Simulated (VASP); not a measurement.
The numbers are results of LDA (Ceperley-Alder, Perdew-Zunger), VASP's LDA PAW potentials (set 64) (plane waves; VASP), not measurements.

A VASP calculation is set up with these files.

**INCAR**
```
SYSTEM = WS2
PREC = Accurate
ENCUT = 520
EDIFF = 1E-7
NELM = 100
ALGO = Normal
LREAL = .FALSE.
LASPH = .TRUE.
ISMEAR = 0
SIGMA = 0.05
LMAXMIX = 6
LWAVE = .FALSE.
LCHARG = .FALSE.
ISIF = 4
IBRION = 2
NSW = 30
EDIFFG = -0.01
```

### POSCAR
```
WS2
1
    1.5796695551    -2.7360679069     0.0000000000
    1.5796695551     2.7360679069     0.0000000000
    0.0000000000     0.0000000000    12.2987157493
W S
2 4
Direct
  0.3333330000   0.6666670000   0.2500000000
  0.6666670000   0.3333330000   0.7500000000
  0.3333330000   0.6666670000   0.8783979818
  0.6666670000   0.3333330000   0.3783979818
  0.6666670000   0.3333330000   0.1216020182
  0.3333330000   0.6666670000   0.6216020182
```

**KPOINTS**
```
Automatic mesh
0
Gamma
8 8 2
0 0 0
```

POTCAR, in this order: W_sv S (LDA.64 set). Program: vasp_std.

The run wrote:

### OSZICAR
```
       N       E                     dE             d eps       ncg     rms          rms(c)
DAV:   1     0.516127886390E+03    0.51613E+03   -0.29044E+04  1368   0.168E+03
DAV:   2    -0.200487386009E+02   -0.53618E+03   -0.52434E+03  1423   0.448E+02
DAV:   3    -0.543181100462E+02   -0.34269E+02   -0.33369E+02  1590   0.102E+02
DAV:   4    -0.552024909342E+02   -0.88438E+00   -0.88150E+00  1561   0.166E+01
DAV:   5    -0.552227788864E+02   -0.20288E-01   -0.20280E-01  1517   0.264E+00    0.381E+01
DAV:   6    -0.528979120592E+02    0.23249E+01   -0.13860E+01  1430   0.213E+01    0.164E+01
DAV:   7    -0.526388481624E+02    0.25906E+00   -0.42685E+00  1446   0.955E+00    0.648E+00
DAV:   8    -0.524804588705E+02    0.15839E+00   -0.70046E-01  1621   0.484E+00    0.185E+00
DAV:   9    -0.524815406356E+02   -0.10818E-02   -0.71551E-02  1735   0.131E+00    0.875E-01
DAV:  10    -0.524789450222E+02    0.25956E-02   -0.27891E-02  1580   0.104E+00    0.283E-01
DAV:  11    -0.524786595337E+02    0.28549E-03   -0.38641E-03  1476   0.362E-01    0.130E-01
DAV:  12    -0.524786107657E+02    0.48768E-04   -0.20012E-04  1532   0.891E-02    0.571E-02
DAV:  13    -0.524786051307E+02    0.56350E-05   -0.99908E-05  1493   0.515E-02    0.950E-03
DAV:  14    -0.524786053886E+02   -0.25790E-06   -0.55446E-06  1485   0.128E-02    0.135E-02
DAV:  15    -0.524786050380E+02    0.35063E-06   -0.74063E-07  1347   0.495E-03    0.561E-03
DAV:  16    -0.524786049103E+02    0.12769E-06   -0.52962E-07  1328   0.378E-03    0.214E-03
DAV:  17    -0.524786049107E+02   -0.41018E-09   -0.24654E-08   970   0.958E-04
   1 F= -.52478605E+02 E0= -.52478605E+02  d E =-.524786E+02
       N       E                     dE             d eps       ncg     rms          rms(c)
DAV:   1    -0.524953094127E+02   -0.16705E-01   -0.26459E+00  1282   0.725E+00    0.179E+00
DAV:   2    -0.525032975919E+02   -0.79882E-02   -0.14545E-01  1549   0.173E+00    0.680E-01
DAV:   3    -0.525017369696E+02    0.15606E-02   -0.63695E-03  1481   0.472E-01    0.510E-01
DAV:   4    -0.525014105790E+02    0.32639E-03   -0.31092E-03  1625   0.294E-01    0.132E-01
DAV:   5    -0.525013120247E+02    0.98554E-04   -0.83761E-04  1504   0.162E-01    0.354E-02
DAV:   6    -0.525012960613E+02    0.15963E-04   -0.83875E-05  1487   0.486E-02    0.318E-02
DAV:   7    -0.525012958476E+02    0.21373E-06   -0.51689E-06  1563   0.110E-02    0.131E-02
DAV:   8    -0.525012955191E+02    0.32854E-06   -0.12659E-06  1429   0.530E-03    0.559E-03
DAV:   9    -0.525012955151E+02    0.39763E-08   -0.52693E-08   963   0.153E-03
   2 F= -.52501296E+02 E0= -.52501296E+02  d E =-.226906E-01
       N       E                     dE             d eps       ncg     rms          rms(c)
DAV:   1    -0.525016079980E+02   -0.31248E-03   -0.34390E-02  1303   0.832E-01    0.188E-01
DAV:   2    -0.525017105053E+02   -0.10251E-03   -0.19172E-03  1527   0.198E-01    0.794E-02
DAV:   3    -0.525016896682E+02    0.20837E-04   -0.11235E-04  1482   0.616E-02    0.566E-02
DAV:   4    -0.525016845621E+02    0.51061E-05   -0.38543E-05  1556   0.333E-02    0.201E-02
DAV:   5    -0.525016840657E+02    0.49639E-06   -0.67251E-06  1581   0.146E-02    0.357E-03
DAV:   6    -0.525016838199E+02    0.24576E-06   -0.93557E-07  1322   0.511E-03    0.295E-03
DAV:   7    -0.525016838214E+02   -0.15034E-08   -0.44779E-08   879   0.126E-03
   3 F= -.52501684E+02 E0= -.52501684E+02  d E =-.230789E-01
       N       E                     dE             d eps       ncg     rms          rms(c)
DAV:   1    -0.525477812491E+02   -0.46097E-01   -0.19290E+00  1240   0.885E+00    0.159E+00
DAV:   2    -0.525196633882E+02    0.28118E-01   -0.18515E-01  1428   0.252E+00    0.818E-01
DAV:   3    -0.525148755333E+02    0.47879E-02   -0.98197E-03  1461   0.628E-01    0.366E-01
DAV:   4    -0.525123273942E+02    0.25481E-02   -0.10619E-02  1462   0.518E-01    0.195E-01
DAV:   5    -0.525122442161E+02    0.83178E-04   -0.56883E-04  1505   0.147E-01    0.113E-01
DAV:   6    -0.525121905537E+02    0.53662E-04   -0.20258E-04  1605   0.741E-02    0.548E-02
DAV:   7    -0.525121844203E+02    0.61334E-05   -0.21183E-05  1529   0.250E-02    0.325E-02
DAV:   8    -0.525121841336E+02    0.28671E-06   -0.30701E-06  1652   0.991E-03    0.189E-02
DAV:   9    -0.525121841504E+02   -0.16840E-07   -0.66730E-07  1345   0.451E-03
   4 F= -.52512184E+02 E0= -.52512184E+02  d E =-.105003E-01
       N       E                     dE             d eps       ncg     rms          rms(c)
DAV:   1    -0.525552190771E+02   -0.43035E-01   -0.21299E+00  1248   0.930E+00    0.168E+00
DAV:   2    -0.525238636962E+02    0.31355E-01   -0.20678E-01  1435   0.266E+00    0.864E-01
DAV:   3    -0.525185641129E+02    0.52996E-02   -0.10935E-02  1447   0.666E-01    0.387E-01
DAV:   4    -0.525157265733E+02    0.28375E-02   -0.11965E-02  1469   0.550E-01    0.209E-01
DAV:   5    -0.525156322785E+02    0.94295E-04   -0.62251E-04  1491   0.155E-01    0.123E-01
DAV:   6    -0.525155699426E+02    0.62336E-04   -0.23430E-04  1577   0.799E-02    0.604E-02
DAV:   7    -0.525155625581E+02    0.73845E-05   -0.24310E-05  1535   0.268E-02    0.360E-02
DAV:   8    -0.525155622727E+02    0.28537E-06   -0.33502E-06  1630   0.102E-02    0.205E-02
DAV:   9    -0.525155622944E+02   -0.21726E-07   -0.75762E-07  1374   0.480E-03
   5 F= -.52515562E+02 E0= -.52515562E+02  d E =-.138785E-01
       N       E                     dE             d eps       ncg     rms          rms(c)
DAV:   1    -0.525157088845E+02   -0.14661E-03   -0.70299E-03  1248   0.533E-01    0.959E-02
DAV:   2    -0.525156051490E+02    0.10374E-03   -0.67207E-04  1428   0.151E-01    0.470E-02
DAV:   3    -0.525155874488E+02    0.17700E-04   -0.35686E-05  1453   0.380E-02    0.205E-02
DAV:   4    -0.525155785628E+02    0.88860E-05   -0.33989E-05  1446   0.295E-02    0.106E-02
DAV:   5    -0.525155782395E+02    0.32331E-06   -0.23208E-06  1490   0.947E-03    0.515E-03
DAV:   6    -0.525155780841E+02    0.15540E-06   -0.48186E-07  1372   0.374E-03    0.190E-03
DAV:   7    -0.525155780646E+02    0.19538E-07   -0.68347E-08   753   0.173E-03
   6 F= -.52515578E+02 E0= -.52515578E+02  d E =-.138942E-01
       N       E                     dE             d eps       ncg     rms          rms(c)
DAV:   1    -0.525156311992E+02   -0.53115E-04   -0.30359E-03  1248   0.351E-01    0.604E-02
DAV:   2    -0.525155863005E+02    0.44899E-04   -0.29156E-04  1435   0.996E-02    0.323E-02
DAV:   3    -0.525155788242E+02    0.74763E-05   -0.15209E-05  1439   0.248E-02    0.143E-02
DAV:   4    -0.525155748194E+02    0.40047E-05   -0.15717E-05  1438   0.201E-02    0.748E-03
DAV:   5    -0.525155746619E+02    0.15757E-06   -0.10235E-06  1467   0.630E-03    0.389E-03
DAV:   6    -0.525155745870E+02    0.74915E-07   -0.23337E-07   995   0.268E-03
   7 F= -.52515575E+02 E0= -.52515575E+02  d E =-.138908E-01
```

OUTCAR:
```
------------------------ aborting loop because EDIFF is reached ----------------------------------------
  FORCE on cell =-STRESS in cart. coord.  units (eV):
  Direction    XX          YY          ZZ          XY          YZ          ZX
  --------------------------------------------------------------------------------------
  Total       -0.7033628     -0.7033628     -0.6377620      0.0000000      0.0000000      0.0000000
  in kB      -10.6000308    -10.6000306     -9.6113933      0.0000000      0.0000000      0.0000000
  external PRESSURE =     -10.2704849 kB  Pullay stress =       0.0000000 kB
  volume of cell :      106.31
      direct lattice vectors                 reciprocal lattice vectors
     1.569204377 -2.717941690  0.000000000     0.318632810 -0.183962740  0.000000000
     1.569204377  2.717941690  0.000000000     0.318632810  0.183962740  0.000000000
    -0.000000000  0.000000000 12.463305425    -0.000000000 -0.000000000  0.080235537
 POSITION                                       TOTAL-FORCE (eV/Angst)
 -----------------------------------------------------------------------------------
      1.56920      0.90598      3.11583        -0.000000     -0.000000      0.000000
      1.56920     -0.90598      9.34748        -0.000000      0.000000      0.000000
      1.56920      0.90598     10.90871         0.000000     -0.000000      0.009051
      1.56920     -0.90598      4.67706        -0.000000      0.000000      0.009051
      1.56920     -0.90598      1.55459         0.000000      0.000000     -0.009051
      1.56920      0.90598      7.78625         0.000000     -0.000000     -0.009051
 -----------------------------------------------------------------------------------
    total drift:                                0.000000      0.001151     -0.000033
  FREE ENERGIE OF THE ION-ELECTRON SYSTEM (eV)
  ---------------------------------------------------
  free  energy   TOTEN  =       -52.5155745870 eV

  energy  without entropy=      -52.5155745870  energy(sigma->0) =      -52.51557459

 reached required accuracy - stopping structural energy minimisation
```
(Selected blocks of OUTCAR.)

### CONTCAR
```
WS2
   1.00000000000000
     1.5692043773508255   -2.7179416904661040    0.0000000000000000
     1.5692043773508255    2.7179416904661040    0.0000000000000000
    -0.0000000000000000    0.0000000000000000   12.4633054247403177
  W               S
     2     4
Direct
     0.3333330000000032    0.6666669999999968    0.2500000000000000
     0.6666669999999968    0.3333330000000032    0.7500000000000000
     0.3333330000000032    0.6666669999999968    0.8752663603722955
     0.6666669999999968    0.3333330000000032    0.3752663603722953
     0.6666669999999968    0.3333330000000032    0.1247336396277046
     0.3333330000000032    0.6666669999999968    0.6247336396277045
```

### OUTCAR
```
 val. band max:        7.2772537589   @ k =   0.0000   0.0000   0.0000

 cond. band min:       8.4161266401   @ k =   0.2500   0.1250   0.0000


 Fermi energy:         7.5673025200

 k-point     1 :       0.0000    0.0000    0.0000
  band No.  band energies     occupation
      1     -66.8069      2.00000
      2     -66.8069      2.00000
      3     -31.3578      2.00000
      4     -31.3577      2.00000
      5     -31.1504      2.00000
      6     -31.1504      2.00000
      7     -31.1504      2.00000
      8     -31.1504      2.00000
      9      -8.3051      2.00000
     10      -8.1059      2.00000
     11      -6.6875      2.00000
     12      -6.2967      2.00000
     13      -0.3535      2.00000
     14       0.6114      2.00000
     15       3.4820      2.00000
     16       3.7824      2.00000
     17       3.7825      2.00000
     18       3.7930      2.00000
     19       3.7930      2.00000
     20       5.0586      2.00000
     21       5.0587      2.00000
     22       5.1006      2.00000
     23       5.1007      2.00000
     24       5.7193      2.00000
     25       6.0277      2.00000
     26       7.2773      2.00000
     27       9.6601      0.00000
     28       9.6602      0.00000
     29       9.6681      0.00000
     30       9.6682      0.00000
     31       9.7751      0.00000

 k-point     2 :       0.1250    0.0000    0.0000
  band No.  band energies     occupation
      1     -66.8038      2.00000
      2     -66.8038      2.00000
      3     -31.3469      2.00000
      4     -31.3469      2.00000
      5     -31.2101      2.00000
      6     -31.2101      2.00000
      7     -31.1642      2.00000
      8     -31.1642      2.00000
      9      -8.0335      2.00000
     10      -7.8344      2.00000
     11      -6.5761      2.00000
     12      -6.2123      2.00000
     13      -0.0369      2.00000
     14       0.9240      2.00000
     15       3.0902      2.00000
     16       3.1437      2.00000
     17       3.1735      2.00000
...
```

Unless said otherwise, spin-orbit coupling is left out, though it shifts the bands of the heavy elements here.

The compound is WS2 in the 2H layered structure. This cell is one point of a volume scan, at 1.03 of the reference volume. Symmetry was kept, so distortions that lower it aren't found.
